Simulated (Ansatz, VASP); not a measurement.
# CsLiCr2Te2S3: VASP beside Ansatz

Contents of INCAR:

```
SYSTEM = CsLiCr2Te2S3
PREC = Accurate ; ENCUT = 520
EDIFF = 1E-7 ; ISMEAR = -1
SIGMA = 0.05 ; LREAL = .False.
LASPH = .True. ; NELM = 150
ALGO = Normal ; ISIF = 2
LWAVE = .False. ; LCHARG = .False.
ISPIN = 2 ; MAGMOM = 0 0 3 3 0 0 0 0 0
LORBIT = 11 ; LMAXMIX = 4
GGA = PE ; NBANDS = 47
KPAR = 4
```

The input KPOINTS:

```
regular mesh
0
Gamma
  5 5 4
  0 0 0
```

The input POSCAR:

```
CsLiCr2Te2S3
1.0
    3.4216200000     -5.1806900000      0.0078400000
    3.4216200000      5.1806900000      0.0078400000
   -2.9041100000      0.0000000000      7.4309300000
Cs Li Cr Te S
1 1 2 2 3
Direct
    0.0853380000      0.0862210000      0.0051640000
    0.5839220000      0.5858820000      0.5585590000
    0.0636530000      0.4723630000      0.5622920000
    0.4696150000      0.0589730000      0.5565960000
    0.5627070000      0.8667330000      0.2845050000
    0.8733070000      0.5635280000      0.2953300000
    0.8115810000      0.3888590000      0.7298580000
    0.3964890000      0.8169270000      0.7336650000
    0.2064220000      0.2110570000      0.4826190000
```

input.yaml

```yaml
crystal:
  lattice:
    - [3.42162, -5.18069, 0.00784]
    - [3.42162, 5.18069, 0.00784]
    - [-2.90411, 0.0, 7.43093]
  atoms:
    - { symbol: Cs, position: [0.085338, 0.086221, 0.005164] }
    - { symbol: Li, position: [0.583922, 0.585882, 0.558559] }
    - { symbol: Cr, position: [0.063653, 0.472363, 0.562292], spin: 3.0 }
    - { symbol: Cr, position: [0.469615, 0.058973, 0.556596], spin: 3.0 }
    - { symbol: Te, position: [0.562707, 0.866733, 0.284505] }
    - { symbol: Te, position: [0.873307, 0.563528, 0.29533] }
    - { symbol: S, position: [0.811581, 0.388859, 0.729858] }
    - { symbol: S, position: [0.396489, 0.816927, 0.733665] }
    - { symbol: S, position: [0.206422, 0.211057, 0.482619] }
hamiltonian:
  xc: pbe
  pseudopotentials: { kind: paw }
magnetization:
  spin_polarized: true
kpoints:
  mp_grid: { grid: [5, 5, 4] }
scf:
  occupations: { method: fermi_dirac, width: 0.05 }
output:
  forces: true
  stress: true
  eigenvalues: true
```

Change from the starting cell: atoms moved at random, drawn with an rms of 0.05 Å.

Alike in both runs: task single point; functional PBE; k mesh 5 × 5 × 4; occupations fermi-dirac, width 0.05 eV; collinear spin, ferromagnetic start.

|  | VASP | Ansatz |
| --- | --- | --- |
| version | VASP 6.6.1 | Ansatz 0.2.0 |
| potentials or method | VASP PAW PBE potentials, release 64 (Cs_sv, Li_sv, Cr_pv, Te, S) | Ansatz PAW |
| plane-wave cutoff (eV) | 520 | 420 |
| valence electrons in the cell | 66 | 90 |

|  | VASP | Ansatz | Ansatz less VASP |
| --- | --- | --- | --- |
| gap on the k mesh at the Fermi level (eV) | none | none | - |
| rms of the force components (eV/Å) | 0.166 | 0.166 | 0.0000 |
| net moment per atom (μB) | 0.45 | 0.45 | 0.000 |
| size of the moment on the site where the two differ most (μB) | 2.33 | 2.08 | -0.256 |

Site moments also hang on the region over which each program counts them. Atom by atom the forces differ by 0.003 eV/Å (rms over components). A gap of «none» marks a metal or a gap that the smearing closes. The two sets of potentials don't hold the same shells in valence.

Caveats: only a ferromagnetic start was run, and an antiferromagnetic order may lie lower in energy. The runs have no spin-orbit coupling, so splittings on Cs, Te are missing.
